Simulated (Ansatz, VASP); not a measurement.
# ZnS (Wurtzite-2H): VASP beside Ansatz, part 2 of 3

Wanted: the spread between two codes on one cell, functional and k mesh. The cell is taken from a series of runs on this material, whose earlier steps may have relaxed, scaled, displaced or heated it; both programs get it as it stands.

VASP 6.6.1 and Ansatz 0.2.0.

So far: The starting structure; Ansatz: zone-centre phonons, LDA.

## 3. VASP: zone-centre phonons, LDA

Level of this step: LDA; plane waves and PAW (S, Zn) (VASP).

The same cell, functional (in two slightly different forms) and mesh now go to VASP, with its own data sets.

Lines of VASP's logs that name or quote its potential files are left out, and so is its time.

The input, INCAR:

```
SYSTEM = ZnS
PREC = Accurate
ENCUT = 500
EDIFF = 1E-08
NELM = 120
ISMEAR = 0
SIGMA = 0.01
LREAL = .FALSE.
ALGO = Normal
GGA = CA
NBANDS = 24
LORBIT = 11
LWAVE = .FALSE.
LCHARG = .FALSE.
ISIF = 2
IBRION = 8
LEPSILON = .TRUE.
LASPH = .TRUE.
GGA_COMPAT = .FALSE.
EFERMI = MIDGAP
KPAR = 2
```

The input, POSCAR:

```
ZnS
1.0
    3.7250804203      0.0000000000      0.0000000000
   -1.8625402101      3.2260142751      0.0000000000
    0.0000000000      0.0000000000      6.1241908283
S Zn
2 2
Direct
    0.3333333333      0.6666666667      0.3793407796
    0.6666666667      0.3333333333      0.8793407796
    0.3333333333      0.6666666667      0.0056592204
    0.6666666667      0.3333333333      0.5056592204
```

The input, KPOINTS:

```
Automatic mesh
0
Gamma
12 12 8
0 0 0
```

PAW data sets: S and Zn (LDA family, release 64).

Launch:

```bash
$ mpirun -np 2 vasp_std
```

Output:

```text
[banner, memory and clock lines left out]
running    2 mpi-ranks, on    1 nodes
 distrk:  each k-point on    1 cores,    2 groups
 distr:  one band on    1 cores,    1 groups

 POSCAR found type information on POSCAR S Zn
 POSCAR found :  2 types and       4 ions
 LDA part: xc-table for (Slater(with rela. corr.)+CA(PZ))
 , standard interpolation
 POSCAR, INCAR and KPOINTS ok, starting setup
 FFT: planning ... GRIDC
 FFT: planning ... GRID_SOFT
 FFT: planning ... GRID
 WAVECAR not read
 entering main loop
       N       E                     dE             d eps       ncg     rms          rms(c)
DAV:   1     0.233611500086E+03    0.23361E+03   -0.17160E+04  4560   0.181E+03
DAV:   2     0.394455131445E+01   -0.22967E+03   -0.22190E+03  4816   0.362E+02
DAV:   3    -0.168489421240E+02   -0.20793E+02   -0.20690E+02  5728   0.112E+02
DAV:   4    -0.172741130509E+02   -0.42517E+00   -0.42488E+00  5336   0.165E+01
DAV:   5    -0.172821541224E+02   -0.80411E-02   -0.80404E-02  5808   0.217E+00    0.111E+01
DAV:   6    -0.164258307932E+02    0.85632E+00   -0.19105E+00  6576   0.427E+01    0.831E+00
DAV:   7    -0.164237014546E+02    0.21293E-02   -0.17014E+00  4976   0.787E+00    0.332E+00
DAV:   8    -0.164006876920E+02    0.23014E-01   -0.66296E-02  6240   0.239E+00    0.100E+00
DAV:   9    -0.163992286224E+02    0.14591E-02   -0.18748E-02  6440   0.177E+00    0.289E-01
DAV:  10    -0.163992658651E+02   -0.37243E-04   -0.59043E-04  5584   0.330E-01    0.162E-01
DAV:  11    -0.163992872737E+02   -0.21409E-04   -0.82793E-05  5688   0.110E-01    0.744E-02
DAV:  12    -0.163992849173E+02    0.23563E-05   -0.15791E-05  5664   0.592E-02    0.804E-03
DAV:  13    -0.163992850874E+02   -0.17008E-06   -0.70264E-07  5664   0.619E-03    0.283E-03
DAV:  14    -0.163992851279E+02   -0.40498E-07   -0.48473E-08  5608   0.159E-03    0.133E-03
DAV:  15    -0.163992851249E+02    0.30027E-08   -0.16739E-08  3752   0.753E-04
   1 F= -.16399285E+02 E0= -.16399285E+02  d E =0.000000E+00
 Linear response reoptimize wavefunctions to high precision
DAV:   1    -0.163992851254E+02   -0.53024E-09   -0.34524E-09  4000   0.637E-04
DAV:   2    -0.163992851255E+02   -0.30923E-10   -0.34806E-10  2856   0.137E-04
 Linear response G [H, r] |phi>, progress :
  Direction:   1
       N       E                     dE             d eps       ncg     rms
RMM:   1    -0.805919498009E+02   -0.80592E+02    0.49490E+02  8736   0.957E+01
RMM:   2    -0.899878065441E+02   -0.93959E+01   -0.30705E+01  7421   0.364E+01
RMM:   3    -0.905781603352E+02   -0.59035E+00   -0.23010E+00  8136   0.975E+00
RMM:   4    -0.906015900659E+02   -0.23430E-01   -0.12008E-01  8276   0.204E+00
RMM:   5    -0.906025763918E+02   -0.98633E-03   -0.13999E-02  8351   0.535E-01
RMM:   6    -0.906026947464E+02   -0.11835E-03   -0.19872E-03  8463   0.158E-01
RMM:   7    -0.906027313879E+02   -0.36641E-04   -0.45138E-04  8548   0.525E-02
RMM:   8    -0.906027354564E+02   -0.40684E-05   -0.12218E-04  8604   0.190E-02
RMM:   9    -0.906027340485E+02    0.14078E-05    0.14355E-05  8551   0.788E-03
RMM:  10    -0.906027332359E+02    0.81268E-06   -0.11065E-05  6967   0.379E-03
RMM:  11    -0.906027325684E+02    0.66742E-06   -0.17866E-05  5968   0.198E-03
RMM:  12    -0.906027323386E+02    0.22987E-06   -0.19409E-05  5467   0.141E-03
RMM:  13    -0.906027319011E+02    0.43745E-06   -0.35621E-06  5130   0.114E-03
RMM:  14    -0.906027318177E+02    0.83407E-07    0.52753E-06  5006   0.107E-03
RMM:  15    -0.906027320347E+02   -0.21702E-06    0.73902E-06  4906   0.101E-03
RMM:  16    -0.906027320386E+02   -0.38236E-08   -0.12200E-05  4804   0.100E-03
RMM:  17    -0.906027314870E+02    0.55151E-06    0.39494E-06  4683   0.991E-04
 Linear response G [H, r] |phi>, progress :
  Direction:   2
       N       E                     dE             d eps       ncg     rms
RMM:   1    -0.955858377618E+02   -0.95586E+02    0.30540E+02  8815   0.922E+01
RMM:   2    -0.101632686378E+03   -0.60468E+01   -0.24423E+01  7345   0.348E+01
RMM:   3    -0.102200340260E+03   -0.56765E+00   -0.18049E+00  8125   0.893E+00
RMM:   4    -0.102227324422E+03   -0.26984E-01   -0.88083E-02  8197   0.192E+00
RMM:   5    -0.102228841393E+03   -0.15170E-02   -0.14064E-02  8307   0.538E-01
RMM:   6    -0.102229027284E+03   -0.18589E-03   -0.32333E-03  8366   0.167E-01
RMM:   7    -0.102228987882E+03    0.39402E-04   -0.12086E-03  8502   0.581E-02
RMM:   8    -0.102228966707E+03    0.21175E-04   -0.58587E-04  8568   0.219E-02
RMM:   9    -0.102228944612E+03    0.22095E-04   -0.27309E-04  8498   0.872E-03
RMM:  10    -0.102228940315E+03    0.42965E-05   -0.18657E-04  6870   0.376E-03
RMM:  11    -0.102228923722E+03    0.16593E-04   -0.56409E-05  6019   0.197E-03
RMM:  12    -0.102228921078E+03    0.26436E-05    0.10642E-05  5483   0.133E-03
RMM:  13    -0.102228919427E+03    0.16510E-05   -0.20901E-05  5085   0.108E-03
RMM:  14    -0.102228918511E+03    0.91609E-06    0.28485E-05  4925   0.969E-04
[...]
RMM:  11    -0.107197414806E+01   -0.48433E-05   -0.93832E-07 27155   0.851E-04    0.179E-04
RMM:  12    -0.107197377735E+01    0.37070E-06    0.12944E-07 23964   0.352E-04    0.255E-05
RMM:  13    -0.107197354010E+01    0.23725E-06   -0.25858E-07 15681   0.160E-04    0.638E-06
 change of polarisation eV/A/(eV/A) component  1 :     2.038    -0.101     0.000
[...]
RMM:  14    -0.109878720501E+01   -0.12335E-06   -0.29424E-08  3729   0.852E-05    0.757E-06
 change of polarisation eV/A/(eV/A) component  3 :    -0.223    -0.198     2.091
 dielectric tensor                  component  3 :    -0.548    -0.487     6.142
 Linear response DOF=           4
 Linear response progress:
  Degree of freedom:   1/  4
       N       E                     dE             d eps       ncg     rms          rms(c)
RMM:   1    -0.106899868209E+00   -0.10690E+00    0.46861E-02 70220   0.202E+00
RMM:   2    -0.103582829842E+00    0.33170E-02   -0.66338E-03 42946   0.672E-01    0.177E-01
RMM:   3    -0.103998013064E+00   -0.41518E-03   -0.58810E-04 48606   0.162E-01    0.845E-02
RMM:   4    -0.104346478907E+00   -0.34847E-03   -0.87877E-05 47632   0.538E-02    0.210E-02
RMM:   5    -0.104400478762E+00   -0.54000E-04   -0.93402E-06 50185   0.143E-02    0.995E-03
RMM:   6    -0.104374569956E+00    0.25909E-04   -0.14258E-06 50023   0.497E-03    0.359E-03
RMM:   7    -0.104383268518E+00   -0.86986E-05   -0.68316E-09 48199   0.182E-03    0.904E-04
RMM:   8    -0.104382292343E+00    0.97617E-06   -0.19581E-08 50977   0.585E-04    0.642E-05
RMM:   9    -0.104381519065E+00    0.77328E-06   -0.28104E-08 49583   0.197E-04    0.516E-05
RMM:  10    -0.104381538423E+00   -0.19358E-07   -0.16399E-08 51266   0.753E-05    0.970E-06
RMM:  11    -0.104381638428E+00   -0.10001E-06   -0.24316E-08 48609   0.375E-05    0.268E-06
RMM:  12    -0.104381617405E+00    0.21022E-07   -0.76230E-10 48080   0.215E-05    0.517E-07
RMM:  13    -0.104381616969E+00    0.43600E-09   -0.67972E-09 33717   0.147E-05    0.554E-07
 first order change of Fermi-energy  -0.71655E-01
 force on displaced ion       1 direction 1 :  -7.701   0.000   0.000
 Born effective charge ion    1 direction 1 :  -1.830  -0.000  -0.000
 Linear response progress:
  Degree of freedom:   2/  4
       N       E                     dE             d eps       ncg     rms          rms(c)
RMM:   1    -0.128072099653E+00   -0.12807E+00    0.57106E-02 16324   0.205E+00
RMM:   2    -0.123084628185E+00    0.49875E-02   -0.75940E-03  9469   0.780E-01    0.208E-01
RMM:   3    -0.123344821356E+00   -0.26019E-03   -0.10039E-03 10992   0.199E-01    0.102E-01
RMM:   4    -0.123554420212E+00   -0.20960E-03   -0.83344E-05  9936   0.657E-02    0.336E-02
RMM:   5    -0.123585130635E+00   -0.30710E-04   -0.27914E-05 10837   0.252E-02    0.914E-03
RMM:   6    -0.123571656712E+00    0.13474E-04   -0.42063E-06 11150   0.674E-03    0.486E-03
RMM:   7    -0.123573353867E+00   -0.16972E-05   -0.89053E-07 11409   0.174E-03    0.192E-03
RMM:   8    -0.123575494844E+00   -0.21410E-05    0.82609E-08 10121   0.138E-03    0.233E-04
RMM:   9    -0.123575792451E+00   -0.29761E-06   -0.13820E-07 11535   0.364E-04    0.111E-04
RMM:  10    -0.123575697009E+00    0.95442E-07   -0.47192E-08 11523   0.130E-04    0.288E-05
RMM:  11    -0.123575713987E+00   -0.16978E-07   -0.11929E-08 10392   0.571E-05    0.165E-05
RMM:  12    -0.123575663099E+00    0.50888E-07   -0.10608E-07 11552   0.294E-05    0.344E-06
RMM:  13    -0.123575682207E+00   -0.19108E-07   -0.80021E-08 10667   0.180E-05    0.208E-06
RMM:  14    -0.123575688790E+00   -0.65824E-08   -0.70709E-08  8599   0.145E-05    0.606E-07
 first order change of Fermi-energy  -0.71012E-01
 force on displaced ion       1 direction 3 :   0.000   0.000 -10.717
 Born effective charge ion    1 direction 3 :  -0.000  -0.000  -1.937
 Linear response progress:
  Degree of freedom:   3/  4
       N       E                     dE             d eps       ncg     rms          rms(c)
RMM:   1    -0.213169363038E+00   -0.21317E+00    0.15860E-03 41872   0.194E+00
RMM:   2    -0.210671696128E+00    0.24977E-02   -0.39369E-03 43326   0.462E-01    0.134E-01
RMM:   3    -0.210502804859E+00    0.16889E-03   -0.14423E-04 50052   0.740E-02    0.779E-02
RMM:   4    -0.210267710741E+00    0.23509E-03   -0.22702E-05 49733   0.263E-02    0.472E-03
RMM:   5    -0.210263447412E+00    0.42633E-05   -0.36628E-06 51291   0.525E-03    0.175E-03
RMM:   6    -0.210266921982E+00   -0.34746E-05   -0.32773E-07 51401   0.210E-03    0.301E-04
RMM:   7    -0.210267333890E+00   -0.41191E-06   -0.47308E-07 51704   0.631E-04    0.183E-04
RMM:   8    -0.210267618029E+00   -0.28414E-06   -0.25494E-07 51184   0.273E-04    0.349E-05
RMM:   9    -0.210267425842E+00    0.19219E-06   -0.12514E-07 51850   0.837E-05    0.205E-05
RMM:  10    -0.210267307476E+00    0.11837E-06   -0.27745E-08 50589   0.408E-05    0.232E-06
RMM:  11    -0.210267298700E+00    0.87754E-08   -0.24152E-08 50491   0.179E-05    0.102E-06
 first order change of Fermi-energy  -0.14683E+00
 force on displaced ion       3 direction 1 :  -6.956   0.000  -0.000
 Born effective charge ion    3 direction 1 :   1.830  -0.000   0.000
 Linear response progress:
  Degree of freedom:   4/  4
       N       E                     dE             d eps       ncg     rms          rms(c)
RMM:   1    -0.220346009021E+00   -0.22035E+00    0.15332E-03  9446   0.196E+00
RMM:   2    -0.217048345324E+00    0.32977E-02   -0.42528E-03  9842   0.487E-01    0.160E-01
RMM:   3    -0.216768675789E+00    0.27967E-03   -0.16773E-04 11235   0.907E-02    0.841E-02
RMM:   4    -0.216492274532E+00    0.27640E-03   -0.59435E-05 11090   0.459E-02    0.207E-02
RMM:   5    -0.216440322930E+00    0.51952E-04   -0.84721E-06 11529   0.167E-02    0.661E-03
RMM:   6    -0.216446901186E+00   -0.65783E-05    0.36907E-07 10699   0.503E-03    0.382E-03
RMM:   7    -0.216453519933E+00   -0.66187E-05    0.30030E-07 11007   0.280E-03    0.873E-04
RMM:   8    -0.216454771136E+00   -0.12512E-05    0.13999E-07 11254   0.878E-04    0.237E-04
RMM:   9    -0.216454368807E+00    0.40233E-06   -0.46527E-07 11646   0.293E-04    0.587E-05
RMM:  10    -0.216454185116E+00    0.18369E-06   -0.14944E-07 11709   0.126E-04    0.268E-05
RMM:  11    -0.216454172632E+00    0.12485E-07   -0.18637E-07 11672   0.448E-05    0.839E-06
RMM:  12    -0.216454187888E+00   -0.15257E-07   -0.18218E-08 11713   0.233E-05    0.671E-06
RMM:  13    -0.216454198131E+00   -0.10242E-07   -0.57827E-08 10418   0.138E-05    0.131E-06
RMM:  14    -0.216454188051E+00    0.10080E-07   -0.16705E-08  8456   0.924E-06    0.143E-06
RMM:  15    -0.216454189569E+00   -0.15184E-08   -0.39864E-09  7926   0.777E-06    0.348E-07
 first order change of Fermi-energy   0.70935E-01
 force on displaced ion       3 direction 3 :   0.000   0.000  -8.879
 Born effective charge ion    3 direction 3 :   0.000   0.000   1.937
 Born effective charges drift removed
 Linear response finished
```

[end of part 2 of 3]

[Lines on the potential files, build, host, timing and source positions are cut from VASP's logs without a mark.]

[Logs are printed without paths, hosts, clocks, repeated set-up lines and the standing remarks that a program may print on its own settings, such as how far it seeks lower states.]

[Hosts, paths, dates, database ids (printed as entryN), source tags and the programs' standing remarks are cut or masked in the printed files.]
